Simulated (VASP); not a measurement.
# Nb2SnSe (P-6m2) in VASP: settings compared

The runs below take Nb2SnSe through relaxation of cell and atoms, single point, with PBE, r2SCAN.

Everything below comes from runs of VASP 6.6.1. Logs are shortened: lines on timing, memory, paths and dates and some standing lists are left out, and cuts for length are marked.

### 1 The structure

Symmetry: P-6m2, No. 187, hexagonal system. The conventional cell has a = 3.265 Å, b = 3.265 Å, c = 8.265 Å, α = 90.00°, β = 90.00°, γ = 120.00°. Nb (site symmetry 3m) is surrounded by 3 Se at 2.62 Å and 3 Sn at 2.98 Å. Sn (site symmetry -6m2) has 6 Nb at 2.98 Å and 6 Sn at 3.26 Å as nearest neighbours. Around Se (site symmetry -6m2) lie 6 Nb at 2.62 Å.

The cell was built by a generator and needn't be a form met in nature.

### 2 Relaxation of cell and atoms, PBE

File INCAR:

```
SYSTEM = Nb2SnSe
ALGO = Normal
EDIFF = 1E-6
EDIFFG = -0.01
ENCUT = 520
GGA = PE
IBRION = 2
ISIF = 3
ISMEAR = 0
KPAR = 4
LASPH = .TRUE.
LCHARG = .FALSE.
LREAL = .FALSE.
LWAVE = .FALSE.
NELM = 120
NSW = 90
PREC = Accurate
SIGMA = 0.1
```

File KPOINTS:

```
k-points
0
G
  12 12 4
  0 0 0
```

File POSCAR:

```
Nb2SnSe
1.0
    3.2646269100      0.0000000000      0.0000000000
   -1.6323134500      2.8272498400      0.0000000000
    0.0000000000      0.0000000000      8.2650000000
Nb Sn Se
2 1 1
Direct
    0.6666666700      0.3333333300      0.7201451900
    0.6666666700      0.3333333300      0.2798548100
    0.0000000000      0.0000000000      0.0000000000
    0.3333333300      0.6666666700      0.5000000000
```

Potentials or basis: VASP PAW PBE potentials, release 64 (Nb_sv, Sn_d, Se).

Started as:

```sh
cat potpaw_PBE.64/Nb_sv/POTCAR potpaw_PBE.64/Sn_d/POTCAR potpaw_PBE.64/Se/POTCAR > POTCAR
mpirun -np 4 vasp_std > vasp.out
```

OUTCAR:

```text
SYSTEM = Nb2SnSe
   EDIFF = 1E-6
   EDIFFG = -0.01
   ENCUT = 520
   GGA = PE
   IBRION = 2
   ISIF = 3
   ISMEAR = 0
   LASPH = .TRUE.
   LREAL = .FALSE.
   NELM = 120
   NSW = 90
   PREC = Accurate

 ion  position               nearest neighbor table
   1  0.667  0.333  0.720-   4 2.62   4 2.62   4 2.62   3 2.98   3 2.98   3 2.98
   2  0.667  0.333  0.280-   4 2.62   4 2.62   4 2.62   3 2.98   3 2.98   3 2.98
   3  0.000  0.000  0.000-   1 2.98   2 2.98   1 2.98   2 2.98   1 2.98   2 2.98
   4  0.333  0.667  0.500-   1 2.62   2 2.62   1 2.62   2 2.62   1 2.62   2 2.62

  LATTYP: Found a hexagonal cell.
 ALAT       =     3.2646269100
 C/A-ratio  =     2.5316828623

  Lattice vectors:

 A1 = (   3.2646269100,   0.0000000000,   0.0000000000)
 A2 = (  -1.6323134500,   2.8272498400,   0.0000000000)
 A3 = (   0.0000000000,   0.0000000000,   8.2650000000)

Analysis of symmetry for initial positions (statically):
=====================================================================
 Subroutine PRICEL returns:
 Original cell was already a primitive cell.

 Routine SETGRP: Setting up the symmetry group for a
 hexagonal supercell.

 Subroutine GETGRP returns: Found 12 space group operations
 (whereof 12 operations were pure point group operations)
 out of a pool of 24 trial point group operations.

The static configuration has the point symmetry D_3h.

Analysis of symmetry for dynamics (positions and initial velocities):
=====================================================================
 Subroutine PRICEL returns:
 Original cell was already a primitive cell.

 Routine SETGRP: Setting up the symmetry group for a
 hexagonal supercell.

 Subroutine GETGRP returns: Found 12 space group operations
 (whereof 12 operations were pure point group operations)
 out of a pool of 24 trial point group operations.

The dynamic configuration has the point symmetry D_3h.

 Subroutine INISYM returns: Found 12 space group operations
 (whereof 12 operations are pure point group operations),
 and found     1 'primitive' translations

----------------------------------------------------------------------------------------

                                     Primitive cell

  volume of cell :      76.2853

  direct lattice vectors                    reciprocal lattice vectors
     3.264626910  0.000000000  0.000000000     0.306313716  0.176850306  0.000000000
    -1.632313450  2.827249840  0.000000000     0.000000000  0.353700612  0.000000000
     0.000000000  0.000000000  8.265000000     0.000000000  0.000000000  0.120992136

  length of vectors
     3.264626910  3.264626909  8.265000000     0.353700612  0.353700612  0.120992136

  position of ions in fractional coordinates (direct lattice)
     0.666666670  0.333333330  0.720145190
     0.666666670  0.333333330  0.279854810
     0.000000000  0.000000000  0.000000000
     0.333333330  0.666666670  0.500000000

  ion indices of the primitive-cell ions
   primitive index   ion index
                 1           1
                 2           2
                 3           3
                 4           4

----------------------------------------------------------------------------------------

 KPOINTS: k-points

Automatic generation of k-mesh.
 Grid dimensions read from file:
 generate k-points for:   12   12    4

 Generating k-lattice:

  Cartesian coordinates                     Fractional coordinates (reciprocal lattice)
     0.025526143  0.014737525  0.000000000     0.083333333  0.000000000  0.000000000
     0.000000000  0.029475051  0.000000000     0.000000000  0.083333333  0.000000000
     0.000000000  0.000000000  0.030248034     0.000000000  0.000000000  0.250000000

  Length of vectors
     0.029475051  0.029475051  0.030248034

  Shift w.r.t. Gamma in fractional coordinates (k-lattice)
     0.000000000  0.000000000  0.000000000

 Subroutine IBZKPT returns following result:
 ===========================================

 Found     57 irreducible k-points:

 Following reciprocal coordinates:
            Coordinates               Weight
  0.000000  0.000000  0.000000      1.000000
  0.083333  0.000000  0.000000      6.000000
  0.166667 -0.000000  0.000000      6.000000
  0.250000 -0.000000  0.000000      6.000000
  0.333333 -0.000000  0.000000      6.000000
  0.416667 -0.000000  0.000000      6.000000
[... 16 lines left out ...]
  0.250000 -0.000000  0.250000     12.000000
  0.333333 -0.000000  0.250000     12.000000
 [... further k-points ...]
   k-points           NKPTS =     57   k-points in BZ     NKDIM =     57   number of bands    NBANDS=     27
   number of dos      NEDOS =    301   number of ions     NIONS =      4
   total plane-waves  NPLWV =  36864
   dimension x,y,z NGX =    24 NGY =   24 NGZ =   64
   dimension x,y,z NGXF=    48 NGYF=   48 NGZF=  128
   ions per type =               2   1   1
   NGX,Y,Z   is equivalent  to a cutoff of  12.22, 12.22, 12.87 a.u.
   NGXF,Y,Z  is equivalent  to a cutoff of  24.44, 24.44, 25.75 a.u.
 SYSTEM =  Nb2SnSe
   PREC   = accura    normal or accurate (medium, high low for compatibility)
   ISTART =      0    job   : 0-new  1-cont  2-samecut
   ICHARG =      2    charge: 1-file 2-atom 10-const
   ISPIN  =      1    spin polarized calculation?
   LNONCOLLINEAR =      F non collinear calculations
   LSORBIT =      F    spin-orbit coupling
   LASPH  =      T    aspherical Exc in radial PAW
   ENCUT  =  520.0 eV  38.22 Ry    6.18 a.u.   6.07  6.07 15.37*2*pi/ulx,y,z
   NELM   =    120;   NELMIN=  2; NELMDL= -5     # of ELM steps
   EDIFF  = 0.1E-05   stopping-criterion for ELM
   LREAL  =      F    real-space projection
   EDIFFG = -.1E-01   stopping-criterion for IOM
   NSW    =     90    number of steps for IOM
   IBRION =      2    ionic relax: 0-MD 1-quasi-New 2-CG
   NFREE  =      1    steps in history (QN), initial steepest desc. (CG)
   ISIF   =      3    stress and relaxation
   ISYM   =      2    0-nonsym 1-usesym 2-fastsym
   POTIM  = 0.5000    time-step for ionic-motion
   TEBEG  =    0.0;   TEEND  =   0.0 temperature during run
   PSTRESS=    0.0 pullay stress
   NELECT =      46.0000    total number of electrons
   NUPDOWN=      -1.0000    fix difference up-down
   EMIN   =  10.00;   EMAX   =-10.00  energy-range for DOS
   EFERMI =   0.00;   METHOD = LEGACY
   ISMEAR =     0;   SIGMA  =   0.10  broadening in eV -4-tet -1-fermi 0-gaus
   EFERMI_NEDOS =   21; number of points for ismear=-14 and -15
   IALGO  =     38    algorithm
   IMIX   =      4    mixing-type and parameters
     AMIX     =   0.40;   BMIX     =  1.00
     AMIX_MAG =   1.60;   BMIX_MAG =  1.00
  volume/ion in A,a.u.               =      19.07       128.70
  Fermi-wavevector in a.u.,A,eV,Ry     =   1.383080  2.613642 26.026717  1.912910
  Thomas-Fermi vector in A             =   2.507711
   LORBIT       =      0    0 simple, 1 ext, 2 COOP (PROOUT), +10 PAW based schemes
   GGA     = PE    functional components
   LHFCALC =     F    Hartree Fock is set to
   AEXX    =    0.0000 exact exchange contribution
   IVDW    =     0    specifies the selected vdW correction
   LEPSILON=     F    determine dielectric tensor
   LRPA    =     F    only Hartree local field effects (RPA)
 conjugate gradient relaxation of ions
 non-spin polarized calculation
 Gauss-broadening in eV      SIGMA  =   0.10
  energy-cutoff  :      520.00
  volume of cell :       76.29
 maximum number of plane-waves:      2082
   NGX = 13   NGY = 13   NGZ = 31

--------------------------------------- Ionic step        1  -------------------------------------------

 number of electron      46.0000001 magnetization

 Free energy of the ion-electron system (eV)
  ---------------------------------------------------
  ext. energy  EPLUGINS =         0.00000000
  ---------------------------------------------------
  free energy    TOTEN  =       -28.94147950 eV

  energy without entropy =      -28.92127511  energy(sigma->0) =      -28.93137730

------------------------ aborting loop because EDIFF is reached ----------------------------------------

  FORCE on cell =-STRESS in cart. coord.  units (eV):
  Direction    XX          YY          ZZ          XY          YZ          ZX
  --------------------------------------------------------------------------------------
  -------------------------------------------------------------------------------------
  Total        0.4259923      0.4259923     -0.6925438      0.0000000      0.0000000      0.0000000
  in kB        8.9468821      8.9468821    -14.5451172      0.0000000      0.0000000      0.0000000
  external PRESSURE =       1.1162157 kB  Pullay stress =       0.0000000 kB
[... 95 lines left out ...]
  FREE ENERGIE OF THE ION-ELECTRON SYSTEM (eV)
  ---------------------------------------------------
  free  energy   TOTEN  =       -28.9724212358 eV

  energy  without entropy=      -28.9517908920  energy(sigma->0) =      -28.96210606

[... ionic steps 4 to 13 ...]

--------------------------------------- Ionic step       14  -------------------------------------------

 number of electron      45.9999994 magnetization

------------------------ aborting loop because EDIFF is reached ----------------------------------------

  FORCE on cell =-STRESS in cart. coord.  units (eV):
  Direction    XX          YY          ZZ          XY          YZ          ZX
  --------------------------------------------------------------------------------------
  -------------------------------------------------------------------------------------
  Total        0.0617576      0.0617576      0.0675029      0.0000000      0.0000000     -0.0000000
  in kB        1.2842428      1.2842428      1.4037156      0.0000000      0.0000000     -0.0000000
  external PRESSURE =       1.3240671 kB  Pullay stress =       0.0000000 kB
[... 61 lines left out ...]
  energy  without entropy=      -28.9721304984  energy(sigma->0) =      -28.98056099

--------------------------------------- Ionic step       16  -------------------------------------------

 number of electron      45.9999993 magnetization

 Free energy of the ion-electron system (eV)
  ---------------------------------------------------
  ext. energy  EPLUGINS =         0.00000000
  ---------------------------------------------------
  free energy    TOTEN  =       -28.98906501 eV

  energy without entropy =      -28.97218051  energy(sigma->0) =      -28.98062276

 E-fermi :  10.4039     XC(G=0): -11.7493

 val. band max:       10.4023368730   @ k =   0.2500  -0.0000   0.2500
 cond. band min:      10.4101541328   @ k =   0.0000   0.0000   0.0000
 fundamental gap:      0.0078172598
 Fermi energy:        10.4038798957

 k-point     1 :       0.0000    0.0000    0.0000
  band No.  band energies     occupation
      1     -44.8622      2.00000
      2     -44.8562      2.00000
      3     -21.1583      2.00000
      4     -21.0327      2.00000
      5     -20.7694      2.00000
      6     -20.7694      2.00000
[... 709 lines left out ...]
     26      11.8872      0.00000
     27      12.3309      0.00000

 [... further k-points ...]

------------------------ aborting loop because EDIFF is reached ----------------------------------------

  FORCE on cell =-STRESS in cart. coord.  units (eV):
  Direction    XX          YY          ZZ          XY          YZ          ZX
  --------------------------------------------------------------------------------------
  -------------------------------------------------------------------------------------
  Total        0.0042690      0.0042690     -0.0079704      0.0000000     -0.0000000      0.0000000
  in kB        0.0886933      0.0886933     -0.1655919      0.0000000     -0.0000000      0.0000000
  external PRESSURE =       0.0039315 kB  Pullay stress =       0.0000000 kB
[... 19 lines left out ...]
  FREE ENERGIE OF THE ION-ELECTRON SYSTEM (eV)
  ---------------------------------------------------
  free  energy   TOTEN  =       -28.9890650134 eV

  energy  without entropy=      -28.9721805087  energy(sigma->0) =      -28.98062276

 reached required accuracy - stopping structural energy minimisation
```

Run time: 2.2 min. Hardware: 4 MPI ranks of Intel Xeon 6975P-C (Granite Rapids), shared host; peak memory 0.27 GiB.

What came out:

```yaml
Free_energy: -28.9891 eV
Relaxed_volume: 19.28 Å³/atom
Relaxed_cell: a = 3.383 Å, b = 3.383 Å, c = 7.780 Å, α = 90.00°, β = 90.00°, γ = 120.00°
Space_group_after_relaxing_to_0.05_Å: P-6m2 (No. 187)
Energy_gained_by_relaxing: 11.9 meV/atom
Ionic_steps: 16
Pressure_after_relaxing: 0.0 GPa
Band_gap_on_the_k_mesh: none (metal or under the smearing width)
```

The path:
```csv
step,energy change (eV),largest force (eV/Å),pressure (GPa),volume (Å³)
1,0.0000,0.4652,0.11,76.29
2,-0.0230,0.1811,-0.25,76.43
3,-0.0309,0.1009,-0.47,76.56
4,-0.0329,0.0397,1.14,75.84
5,-0.0333,0.0571,0.66,76.06
6,-0.0365,0.0137,0.46,76.29
7,-0.0436,0.0744,-0.11,76.95
8,-0.0272,0.3059,-0.85,78.16
9,-0.0450,0.0942,-0.27,77.14
10,-0.0455,0.1211,-0.40,77.35
11,-0.0452,0.1223,0.28,77.15
12,-0.0462,0.1217,-0.10,77.26
13,-0.0472,0.0626,0.01,77.15
14,-0.0476,0.0065,0.13,77.05
15,-0.0475,0.0107,-0.19,77.22
16,-0.0476,0.0011,0.00,77.12
```

Final structure:
```
Nb Sn Se
1.0
     3.38317    0.00000    0.00000
    -1.69159    2.92992    0.00000
     0.00000    0.00000    7.77982
Nb Sn Se
2 1 1
Direct
  0.66667 0.33333 0.72507
  0.66667 0.33333 0.27493
  0.00000 0.00000 0.00000
  0.33333 0.66667 0.50000
```

### 3 Relaxation of cell and atoms, PBE

This run uses another cell than the first one, of 19.28 Å³/atom, 1.011 times its volume.

Edit INCAR of step 2 so:

```diff
@@ -2,4 +2,4 @@
 ALGO = Normal
-EDIFF = 1E-6
-EDIFFG = -0.01
+EDIFF = 1E-7
+EDIFFG = -0.005
 ENCUT = 520
@@ -15,3 +15,4 @@
 NELM = 120
-NSW = 90
+NSW = 60
+POTIM = 0.3
 PREC = Accurate
```

KPOINTS is that of step 2.

File POSCAR:

```
Nb2SnSe                                 
1.0
    3.3831745951      0.0000000002      0.0000000000
   -1.6915872922      2.9299151470     -0.0000000000
   -0.0000000000      0.0000000000      7.7798229854
  Nb              Sn              Se            
     2     1     1
Direct
     0.6666666699999979    0.3333333300000021    0.7250744998604859
     0.6666666699999979    0.3333333300000021    0.2749255001395140
     0.0000000000000000    0.0000000000000000    0.0000000000000000
     0.3333333300000021    0.6666666699999979    0.5000000000000000
```

Potentials or basis: VASP PAW PBE potentials, release 64 (Nb_sv, Sn_d, Se).

Started as:

```sh
cat potpaw_PBE.64/Nb_sv/POTCAR potpaw_PBE.64/Sn_d/POTCAR potpaw_PBE.64/Se/POTCAR > POTCAR
mpirun -np 4 vasp_std > vasp.out
```

Wall time 18 s (4 MPI ranks of Intel Xeon 6975P-C (Granite Rapids), shared host); peak memory 0.28 GiB.

Results (log left out):

```
Free energy             : -28.9900 eV
Pressure after relaxing : 0.0 GPa
Band gap on the k mesh  : none (metal or under the smearing width)
```

Final structure:
```
Nb Sn Se
1.0
     3.38317    0.00000    0.00000
    -1.69159    2.92992    0.00000
     0.00000    0.00000    7.77982
Nb Sn Se
2 1 1
Direct
  0.66667 0.33333 0.72507
  0.66667 0.33333 0.27493
  0.00000 0.00000 0.00000
  0.33333 0.66667 0.50000
```

Levels at points of the mesh, in eV from the Fermi level:
| k point | band 19 | band 20 | band 21 | band 22 | band 23 | band 24 | band 25 | band 26 | band 27 |
| --- | --- | --- | --- | --- | --- | --- | --- | --- | --- |
| (0.00, 0.00, 0.00) | -2.92 | -2.11 | -0.45 | -0.45 | 0.01 | 0.01 | 0.25 | 1.08 | 1.08 |
| (0.50, 0.00, 0.00) | -4.03 | -2.45 | -2.17 | -1.92 | 0.45 | 0.90 | 1.23 | 2.46 | 2.57 |
| (0.00, 0.00, 0.50) | -3.09 | -1.42 | -0.69 | -0.69 | -0.15 | 0.05 | 0.05 | 0.89 | 0.89 |
| (0.50, 0.00, 0.50) | -3.96 | -2.78 | -2.01 | -1.61 | -0.50 | 1.16 | 2.33 | 2.50 | 2.59 |

Caveat: the relaxation stopped at its first step, so nothing moved.

(Continued in part 2 of 2.)
